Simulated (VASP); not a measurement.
Crystal: Na2Pd3.

```
CELL_PARAMETERS angstrom
4.64183 0.00000 0.00000
0.00000 4.64183 0.00000
0.00000 0.00000 4.64183
ATOMIC_POSITIONS crystal
Na 0.50000 0.50000 0.50000
Na 0.00000 0.00000 0.00000
Pd 0.50000 0.00000 0.00000
Pd 0.00000 0.50000 0.00000
Pd 0.00000 0.00000 0.50000
```

The cell was built by a generator and needn't be a form met in nature.

The cell isn't the ideal one: random cell by space group and Wyckoff sites (Pm-3m, No. 221).

| Property | Result |
| --- | --- |
| Program | VASP 6.6.1 |
| Task | relaxation of cell and atoms |
| Functional | PBE |
| Potentials or basis | VASP PAW PBE potentials, release 64 (Na_pv, Pd) |
| Cutoff | 600 eV |
| k mesh | 4 × 4 × 4 |
| Occupations | gaussian, width 0.1 eV |
| Spin | no spin polarisation |

At the start: pressure 5.6 GPa; volume 20.00 Å³/atom.

Q: Where does the relaxation end?

A: Over 3 steps the energy falls by 42.3 meV/atom and the volume is 22.83 Å³/atom (+14.2 %); space group Pm-3m (No. 221, to 0.05 Å).

Step by step:
```
step  energy change (eV)  largest force (eV/Å)  pressure (GPa)  volume (Å³)
   1              0.0000                0.0000            5.61       100.02
   2             -0.2019                0.0000            0.98       110.51
   3             -0.2117                0.0000           -0.12       114.17
```

Final structure:
```
Na Pd
1.0
     4.85120    0.00000    0.00000
     0.00000    4.85120    0.00000
     0.00000    0.00000    4.85120
Na Pd
2 3
Direct
  0.50000 0.50000 0.50000
  0.00000 0.00000 0.00000
  0.50000 0.00000 0.00000
  0.00000 0.50000 0.00000
  0.00000 0.00000 0.50000
```
